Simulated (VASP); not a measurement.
Given:

```xyz
2
Lattice="0.0000 3.0285 3.0285 3.0285 0.0000 3.0285 3.0285 3.0285 0.0000" Properties=species:S:1:pos:R:3 pbc="T T T"
Cd     0.0000     0.0000     0.0000
Se     1.5142     1.5142     1.5142
```

Method: vdW-DF-cx, VASP's PBE PAW potentials (set 64) (plane waves; VASP). Run with 520 eV cut-off, 8×8×8 Γ-centred mesh, Gaussian smearing of 0.050 eV, potentials Cd Se.

**Question.** Estimate the energy per atom (σ→0), pressure, band gap (on the k-mesh) with the smallest direct gap where there is one.

**Answer.** 
| Quantity | Value |
|---|---|
| band gap (on the k-mesh) | 0.53 eV |
| smallest direct gap (on the k-mesh) | 0.53 eV |
| energy per atom (σ→0) | -0.364 eV/atom |
| pressure | 1.65 GPa |

Total energies compare only between runs with the same potentials, cut-off and functional.

The compound is CdSe in the zinc blende structure, whereas wurtzite is the usual form. This cell is one point of a volume scan, at 0.97 of the reference volume.
